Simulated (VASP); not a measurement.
OSZICAR of a VASP run on Mg$_{32}$NO$_{31}$:

OSZICAR:
```
       N       E                     dE             d eps       ncg     rms          rms(c)
DAV:   1     0.223479295483E+04    0.22348E+04   -0.12199E+05   328   0.125E+03
DAV:   2    -0.157787919439E+03   -0.23926E+04   -0.22902E+04   456   0.323E+02
DAV:   3    -0.422096836931E+03   -0.26431E+03   -0.26141E+03   376   0.114E+02
DAV:   4    -0.427406691332E+03   -0.53099E+01   -0.52991E+01   368   0.177E+01
DAV:   5    -0.427462983236E+03   -0.56292E-01   -0.56283E-01   352   0.184E+00    0.392E+01
RMM:   6    -0.383019919048E+03    0.44443E+02   -0.21333E+02   320   0.302E+01    0.142E+01
RMM:   7    -0.382566117343E+03    0.45380E+00   -0.17028E+01   320   0.726E+00    0.103E+01
RMM:   8    -0.381810084956E+03    0.75603E+00   -0.30080E+00   320   0.320E+00    0.709E+00
RMM:   9    -0.381626816943E+03    0.18327E+00   -0.99836E-01   320   0.291E+00    0.332E+00
RMM:  10    -0.381566784727E+03    0.60032E-01   -0.18964E-01   320   0.113E+00    0.224E+00
RMM:  11    -0.381527721950E+03    0.39063E-01   -0.47582E-02   320   0.592E-01    0.973E-01
RMM:  12    -0.381521795876E+03    0.59261E-02   -0.30109E-02   320   0.367E-01    0.550E-01
RMM:  13    -0.381521632721E+03    0.16315E-03   -0.11058E-02   320   0.211E-01    0.264E-01
RMM:  14    -0.381521960623E+03   -0.32790E-03   -0.14422E-03   320   0.872E-02    0.135E-01
RMM:  15    -0.381522186877E+03   -0.22625E-03   -0.76419E-04   320   0.542E-02    0.150E-01
RMM:  16    -0.381522070690E+03    0.11619E-03   -0.25538E-04   320   0.355E-02    0.837E-02
RMM:  17    -0.381522065352E+03    0.53383E-05   -0.68195E-05   246   0.164E-02
   1 F= -.38152207E+03 E0= -.38148367E+03  d E =-.381522E+03
       N       E                     dE             d eps       ncg     rms          rms(c)
DAV:   1    -0.381753674526E+03   -0.23160E+00   -0.63096E+01   352   0.227E+01    0.227E+00
RMM:   2    -0.382028479043E+03   -0.27480E+00   -0.16090E+00   320   0.315E+00    0.354E+00
RMM:   3    -0.381835073708E+03    0.19341E+00   -0.17642E-01   320   0.959E-01    0.199E+00
RMM:   4    -0.381813254076E+03    0.21820E-01   -0.23284E-02   320   0.353E-01    0.592E-01
RMM:   5    -0.381807744957E+03    0.55091E-02   -0.10388E-02   320   0.219E-01    0.455E-01
RMM:   6    -0.381804259418E+03    0.34855E-02   -0.91675E-03   320   0.190E-01    0.407E-01
RMM:   7    -0.381802911328E+03    0.13481E-02   -0.44752E-03   320   0.131E-01    0.125E-01
RMM:   8    -0.381802959295E+03   -0.47967E-04   -0.56691E-04   318   0.512E-02    0.106E-01
RMM:   9    -0.381802913954E+03    0.45341E-04   -0.18647E-04   292   0.268E-02    0.371E-02
RMM:  10    -0.381802913666E+03    0.28738E-06   -0.40789E-05   245   0.134E-02
   2 F= -.38180291E+03 E0= -.38176442E+03  d E =-.280848E+00
       N       E                     dE             d eps       ncg     rms          rms(c)
DAV:   1    -0.381814473000E+03   -0.11559E-01   -0.63867E+00   392   0.714E+00    0.693E-01
RMM:   2    -0.381842040046E+03   -0.27567E-01   -0.15893E-01   320   0.998E-01    0.126E+00
RMM:   3    -0.381821948950E+03    0.20091E-01   -0.17368E-02   320   0.301E-01    0.324E-01
RMM:   4    -0.381821030128E+03    0.91882E-03   -0.22274E-03   320   0.108E-01    0.180E-01
RMM:   5    -0.381820389255E+03    0.64087E-03   -0.10889E-03   320   0.686E-02    0.121E-01
RMM:   6    -0.381820063442E+03    0.32581E-03   -0.11663E-03   320   0.669E-02    0.132E-01
RMM:   7    -0.381819985679E+03    0.77763E-04   -0.23973E-04   309   0.316E-02    0.268E-02
RMM:   8    -0.381819988396E+03   -0.27164E-05   -0.43723E-05   259   0.140E-02
   3 F= -.38181999E+03 E0= -.38178150E+03  d E =-.297923E+00
       N       E                     dE             d eps       ncg     rms          rms(c)
DAV:   1    -0.381844373705E+03   -0.24388E-01   -0.66393E+00   360   0.747E+00    0.533E-01
RMM:   2    -0.381865307494E+03   -0.20934E-01   -0.15768E-01   320   0.105E+00    0.853E-01
RMM:   3    -0.381854960322E+03    0.10347E-01   -0.12786E-02   320   0.288E-01    0.220E-01
RMM:   4    -0.381854050220E+03    0.91010E-03   -0.16889E-03   320   0.981E-02    0.163E-01
RMM:   5    -0.381853585288E+03    0.46493E-03   -0.77588E-04   320   0.627E-02    0.118E-01
RMM:   6    -0.381853289680E+03    0.29561E-03   -0.10780E-03   320   0.704E-02    0.348E-02
RMM:   7    -0.381853295035E+03   -0.53547E-05   -0.10492E-04   292   0.233E-02    0.401E-02
RMM:   8    -0.381853289211E+03    0.58238E-05   -0.23752E-05   219   0.948E-03
   4 F= -.38185329E+03 E0= -.38181474E+03  d E =-.333008E-01
       N       E                     dE             d eps       ncg     rms          rms(c)
DAV:   1    -0.381855050123E+03   -0.17551E-02   -0.12631E+00   368   0.326E+00    0.230E-01
RMM:   2    -0.381858906206E+03   -0.38561E-02   -0.29881E-02   320   0.459E-01    0.356E-01
RMM:   3    -0.381857068218E+03    0.18380E-02   -0.23449E-03   320   0.125E-01    0.892E-02
RMM:   4    -0.381856893594E+03    0.17462E-03   -0.32075E-04   320   0.430E-02    0.648E-02
RMM:   5    -0.381856810856E+03    0.82739E-04   -0.17381E-04   318   0.294E-02    0.606E-02
RMM:   6    -0.381856760162E+03    0.50694E-04   -0.16697E-04   315   0.278E-02    0.150E-02
RMM:   7    -0.381856761513E+03   -0.13509E-05   -0.17955E-05   201   0.939E-03
   5 F= -.38185676E+03 E0= -.38181820E+03  d E =-.367731E-01
       N       E                     dE             d eps       ncg     rms          rms(c)
DAV:   1    -0.381859603725E+03   -0.28436E-02   -0.14059E+00   352   0.341E+00    0.291E-01
RMM:   2    -0.381862336889E+03   -0.27332E-02   -0.27683E-02   320   0.452E-01    0.415E-01
RMM:   3    -0.381861652507E+03    0.68438E-03   -0.18479E-03   320   0.120E-01    0.102E-01
RMM:   4    -0.381861570516E+03    0.81992E-04   -0.32003E-04   320   0.431E-02    0.515E-02
RMM:   5    -0.381861517856E+03    0.52659E-04   -0.15727E-04   311   0.269E-02    0.768E-02
RMM:   6    -0.381861474606E+03    0.43250E-04   -0.10713E-04   300   0.221E-02    0.124E-02
RMM:   7    -0.381861476894E+03   -0.22882E-05   -0.12548E-05   196   0.788E-03
   6 F= -.38186148E+03 E0= -.38182291E+03  d E =-.471538E-02
       N       E                     dE             d eps       ncg     rms          rms(c)
DAV:   1    -0.381861556142E+03   -0.81536E-04   -0.40528E-01   368   0.183E+00    0.159E-01
RMM:   2    -0.381862352721E+03   -0.79658E-03   -0.80086E-03   320   0.243E-01    0.228E-01
RMM:   3    -0.381862147204E+03    0.20552E-03   -0.53432E-04   320   0.649E-02    0.553E-02
RMM:   4    -0.381862125542E+03    0.21661E-04   -0.92685E-05   303   0.232E-02    0.281E-02
RMM:   5    -0.381862109895E+03    0.15648E-04   -0.43712E-05   270   0.143E-02    0.416E-02
RMM:   6    -0.381862097765E+03    0.12130E-04   -0.32137E-05   233   0.121E-02    0.675E-03
RMM:   7    -0.381862098373E+03   -0.60795E-06   -0.37421E-06   192   0.430E-03
   7 F= -.38186210E+03 E0= -.38182353E+03  d E =-.533686E-02
       N       E                     dE             d eps       ncg     rms          rms(c)
DAV:   1    -0.381862517417E+03   -0.41965E-03   -0.29539E-01   360   0.158E+00    0.122E-01
RMM:   2    -0.381863207316E+03   -0.68990E-03   -0.60689E-03   320   0.212E-01    0.182E-01
RMM:   3    -0.381862983390E+03    0.22393E-03   -0.43677E-04   320   0.565E-02    0.459E-02
RMM:   4    -0.381862956238E+03    0.27152E-04   -0.64516E-05   288   0.193E-02    0.281E-02
RMM:   5    -0.381862945566E+03    0.10672E-04   -0.29304E-05   201   0.115E-02    0.250E-02
RMM:   6    -0.381862935239E+03    0.10327E-04   -0.27025E-05   200   0.111E-02    0.103E-02
RMM:   7    -0.381862934977E+03    0.26220E-06   -0.24516E-06   191   0.383E-03
   8 F= -.38186293E+03 E0= -.38182437E+03  d E =-.836604E-03
```

**Question.** Which electronic solver shows in the log?

**Answer.** It is blocked Davidson (ALGO = Normal, or the opening steps of other solvers) and then RMM-DIIS (ALGO = Fast or VeryFast). The INCAR had ALGO = Fast.

**Question.** Can the final energy be trusted as converged?

**Answer.** Self-consistency was reached. It stopped with EDIFF = 1E-5, NELM = 100, NSW = 60 and EDIFFG = -0.03 after 8 ionic steps (PBE GGA, plane waves, VASP's PBE PAW potentials (set 64)).  The cell is charged, with a uniform compensating background. The supercell is sampled at Γ alone, which is coarse: total energies, pressure and levels can be off, energies of defects by several tenths of an eV.

The cell is a supercell with a defect, built from MgO (rock salt): N_O, charge +1. The run is not spin-polarised, so no state with unpaired spins was tried.
